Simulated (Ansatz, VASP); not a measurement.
# ZnS (Wurtzite-2H) in two plane-wave programs, part 2 of 3

Aim: how closely do two programs agree when they are given the same cell, functional and k mesh? The cell is taken from a series of runs on this material, whose earlier steps may have relaxed, scaled, displaced or heated it; both programs get it as it stands.

VASP 6.6.1 and Ansatz 0.2.0.

So far: Starting point; VASP: zone-centre phonons, LDA.

## 2. VASP: zone-centre phonons, LDA (continued)

Level of this step: LDA; plane waves and PAW (S, Zn) (VASP).

From OUTCAR (step 2):

```text
ion  position               nearest neighbor table
   1  0.333  0.667  0.377-   4 2.30   4 2.30   4 2.30   3 2.32
   2  0.667  0.333  0.877-   3 2.30   3 2.30   3 2.30   4 2.32
   3  0.333  0.667  0.008-   2 2.30   2 2.30   2 2.30   1 2.32
   4  0.667  0.333  0.508-   1 2.30   1 2.30   1 2.30   2 2.32

  LATTYP: Found a hexagonal cell.
 ALAT       =     3.7200498242
 C/A-ratio  =     1.6843059217

 Subroutine GETGRP returns: Found 12 space group operations
 (whereof  6 operations were pure point group operations)

The static configuration has the point symmetry C_3v.
 The point group associated with its full space group is C_6v.

 Found     95 irreducible k-points:

   k-points           NKPTS =     95   k-points in BZ     NKDIM =     95   number of bands    NBANDS=     24

   dimension x,y,z NGX =    28 NGY =   28 NGZ =   48
   dimension x,y,z NGXF=    56 NGYF=   56 NGZF=   96

   ENCUT  =  500.0 eV  36.75 Ry    6.06 a.u.   6.78  6.78 11.42*2*pi/ulx,y,z

   NELECT =      36.0000    total number of electrons

 k-points in reciprocal lattice and weights: Automatic mesh
   0.00000000  0.00000000  0.00000000       0.001
   0.08333333  0.00000000  0.00000000       0.005
   0.16666667  0.00000000  0.00000000       0.005
   0.25000000 -0.00000000  0.00000000       0.005
   0.33333333  0.00000000  0.00000000       0.005
   0.41666667 -0.00000000  0.00000000       0.005
   0.50000000 -0.00000000  0.00000000       0.003
   0.08333333  0.08333333  0.00000000       0.005
   0.16666667  0.08333333  0.00000000       0.010
[...]
-1.860024912  3.221657651  0.000000000     0.000000000  0.310399213  0.000000000
     0.000000000  0.000000000  6.265701948     0.000000000  0.000000000  0.159599037

 POSITION                                       TOTAL-FORCE (eV/Angst)
 -----------------------------------------------------------------------------------
      0.00000      2.14777      2.36373        -0.000000     -0.000000     -0.000713
      1.86002      1.07389      5.49659         0.000000      0.000000     -0.000713
      0.00000      2.14777      0.04856         0.000000     -0.000000      0.000713
      1.86002      1.07389      3.18141        -0.000000      0.000000      0.000713
 -----------------------------------------------------------------------------------
    total drift:                               -0.000007     -0.000012     -0.001351

 MACROSCOPIC STATIC DIELECTRIC TENSOR (including local field effects in DFT)
 ------------------------------------------------------
           5.986794     0.000000     0.000000
           0.000000     5.986794     0.000000
           0.000000     0.000000     6.241147
 ------------------------------------------------------

 PIEZOELECTRIC TENSOR (including local field effects)  for field in x, y, z        (C/m^2)
          XX          YY          ZZ          XY          YZ          ZX
  --------------------------------------------------------------------------------
  x     0.00000     0.00000     0.00000     0.00000     0.00000     0.39911
  y     0.00000    -0.00000     0.00000     0.00000     0.39911     0.00000
  z     0.35169     0.35169    -0.74968     0.00000     0.00000     0.00000

 BORN EFFECTIVE CHARGES (including local field effects) (in |e|, cummulative output)
 ---------------------------------------------------------------------------------
 ion    1
    1    -1.84303     0.00000     0.00000
    2     0.00000    -1.84303     0.00000
    3     0.00000     0.00000    -2.00040
 ion    2
    1    -1.84303     0.00000     0.00000
    2    -0.00000    -1.84303     0.00000
    3     0.00000     0.00000    -2.00040
 ion    3
    1     1.84303     0.00000     0.00000
    2     0.00000     1.84303     0.00000
    3     0.00000     0.00000     2.00040
 ion    4
    1     1.84303     0.00000     0.00000
    2     0.00000     1.84303     0.00000
    3     0.00000    -0.00000     2.00040

 Eigenvectors and eigenvalues of the dynamical matrix
 ----------------------------------------------------

   1 f  =   10.155221 THz    63.807132 2PiTHz  338.741694 cm-1    41.998598 meV
             X         Y         Z           dx          dy          dz
      0.000000  2.147772  2.363735    -0.000000    0.000000    0.699691
      1.860025  1.073886  5.496586     0.000000   -0.000000   -0.699691
      0.000000  2.147772  0.048561     0.000000   -0.000000   -0.102140
      1.860025  1.073886  3.181411     0.000000   -0.000000    0.102140

   2 f  =    8.817789 THz    55.403805 2PiTHz  294.129793 cm-1    36.467430 meV
             X         Y         Z           dx          dy          dz
      0.000000  2.147772  2.363735    -0.610016   -0.000150    0.000000
      1.860025  1.073886  5.496586     0.610016    0.000150    0.000000
      0.000000  2.147772  0.048561    -0.357604   -0.000088   -0.000000
      1.860025  1.073886  3.181411     0.357604    0.000088   -0.000000

   3 f  =    8.817789 THz    55.403805 2PiTHz  294.129793 cm-1    36.467430 meV
             X         Y         Z           dx          dy          dz
      0.000000  2.147772  2.363735     0.000150   -0.610016    0.000000
      1.860025  1.073886  5.496586    -0.000150    0.610016   -0.000000
      0.000000  2.147772  0.048561     0.000088   -0.357604    0.000000
      1.860025  1.073886  3.181411    -0.000088    0.357604    0.000000

   4 f  =    8.709598 THz    54.724020 2PiTHz  290.520925 cm-1    36.019988 meV
             X         Y         Z           dx          dy          dz
      0.000000  2.147772  2.363735     0.579346    0.000127   -0.000000
      1.860025  1.073886  5.496586     0.579346    0.000127   -0.000000
      0.000000  2.147772  0.048561    -0.405411   -0.000089    0.000000
      1.860025  1.073886  3.181411    -0.405411   -0.000089    0.000000

   5 f  =    8.709598 THz    54.724020 2PiTHz  290.520925 cm-1    36.019988 meV
             X         Y         Z           dx          dy          dz
      0.000000  2.147772  2.363735     0.000127   -0.579346    0.000000
      1.860025  1.073886  5.496586     0.000127   -0.579346   -0.000000
      0.000000  2.147772  0.048561    -0.000089    0.405411    0.000000
      1.860025  1.073886  3.181411    -0.000089    0.405411    0.000000

   6 f  =    8.461648 THz    53.166102 2PiTHz  282.250192 cm-1    34.994548 meV
             X         Y         Z           dx          dy          dz
      0.000000  2.147772  2.363735     0.000000   -0.000000    0.579258
      1.860025  1.073886  5.496586     0.000000   -0.000000    0.579258
      0.000000  2.147772  0.048561    -0.000000    0.000000   -0.405536
      1.860025  1.073886  3.181411    -0.000000    0.000000   -0.405536

   7 f  =    6.005460 THz    37.733418 2PiTHz  200.320582 cm-1    24.836576 meV
             X         Y         Z           dx          dy          dz
      0.000000  2.147772  2.363735    -0.000000   -0.000000    0.102140
      1.860025  1.073886  5.496586    -0.000000    0.000000   -0.102140
      0.000000  2.147772  0.048561     0.000000    0.000000    0.699691
      1.860025  1.073886  3.181411    -0.000000   -0.000000   -0.699691

   8 f  =    2.163134 THz    13.591371 2PiTHz   72.154377 cm-1     8.945999 meV
             X         Y         Z           dx          dy          dz
      0.000000  2.147772  2.363735     0.357603    0.000704   -0.000000
      1.860025  1.073886  5.496586    -0.357603   -0.000704    0.000000
      0.000000  2.147772  0.048561    -0.610015   -0.001200    0.000000
      1.860025  1.073886  3.181411     0.610015    0.001200   -0.000000

   9 f  =    2.163134 THz    13.591371 2PiTHz   72.154377 cm-1     8.945999 meV
             X         Y         Z           dx          dy          dz
      0.000000  2.147772  2.363735    -0.000704    0.357603    0.000000
      1.860025  1.073886  5.496586     0.000704   -0.357603    0.000000
      0.000000  2.147772  0.048561     0.001200   -0.610015   -0.000000
      1.860025  1.073886  3.181411    -0.001200    0.610015   -0.000000

  10 f/i=    0.001001 THz     0.006289 2PiTHz    0.033388 cm-1     0.004140 meV
             X         Y         Z           dx          dy          dz
      0.000000  2.147772  2.363735    -0.000000   -0.000000    0.405536
      1.860025  1.073886  5.496586    -0.000000   -0.000000    0.405536
      0.000000  2.147772  0.048561    -0.000000   -0.000000    0.579258
      1.860025  1.073886  3.181411    -0.000000   -0.000000    0.579258

  11 f/i=    0.002907 THz     0.018264 2PiTHz    0.096960 cm-1     0.012022 meV
             X         Y         Z           dx          dy          dz
      0.000000  2.147772  2.363735    -0.379050    0.143805    0.000000
      1.860025  1.073886  5.496586    -0.379050    0.143805    0.000000
      0.000000  2.147772  0.048561    -0.541674    0.205502    0.000000
      1.860025  1.073886  3.181411    -0.541674    0.205502    0.000000

  12 f/i=    0.002907 THz     0.018264 2PiTHz    0.096960 cm-1     0.012022 meV
             X         Y         Z           dx          dy          dz
      0.000000  2.147772  2.363735    -0.143805   -0.379050   -0.000000
      1.860025  1.073886  5.496586    -0.143805   -0.379050   -0.000000
      0.000000  2.147772  0.048561    -0.205502   -0.541674   -0.000000
      1.860025  1.073886  3.181411    -0.205502   -0.541674   -0.000000

 MACROSCOPIC STATIC DIELECTRIC TENSOR IONIC CONTRIBUTION
 ------------------------------------------------------
           2.452020     0.000000     0.000000
           0.000000     2.452020    -0.000000
           0.000000    -0.000000     3.059946
 ------------------------------------------------------

 ELASTIC MODULI CONTR FROM IONIC RELAXATION (kBar)
 Direction    XX          YY          ZZ          XY          YZ          ZX
 --------------------------------------------------------------------------------
 XX        -357.9712    123.0063    169.1883     -0.0000     -0.0000      0.0000
 YY         123.0063   -357.9712    169.1883      0.0000      0.0000     -0.0000
 ZZ         169.1883    169.1883   -243.6506     -0.0000     -0.0000      0.0000
 XY          -0.0000      0.0000     -0.0000   -240.4887     -0.0000      0.0000
 YZ           0.0000     -0.0000     -0.0000     -0.0000    -93.9330     -0.0000
 ZX           0.0000     -0.0000      0.0000     -0.0000     -0.0000   -109.8442
 --------------------------------------------------------------------------------

 PIEZOELECTRIC TENSOR IONIC CONTR  for field in x, y, z        (C/m^2)
          XX          YY          ZZ          XY          YZ          ZX
  --------------------------------------------------------------------------------
  x     0.00000    -0.00000     0.00000    -0.00000    -0.00000    -0.48834
  y    -0.00000     0.00000    -0.00000    -0.00000    -0.45159    -0.00000
  z    -0.56418    -0.56418     0.81248     0.00000     0.00000    -0.00000
```

The dielectric response converges more slowly with the mesh than energies do, so tensor and charges may still move on a finer one.

(Part 2 of 3 ends here.)

[Lines on the potential files, build, host, timing and source positions are cut from VASP's logs without a mark.]

[Logs are printed without paths, hosts, clocks, repeated set-up lines and the standing remarks that a program may print on its own settings, such as how far it seeks lower states.]

[Hosts, paths, dates, database ids (printed as entryN), source tags and the programs' standing remarks are cut or masked in the printed files.]
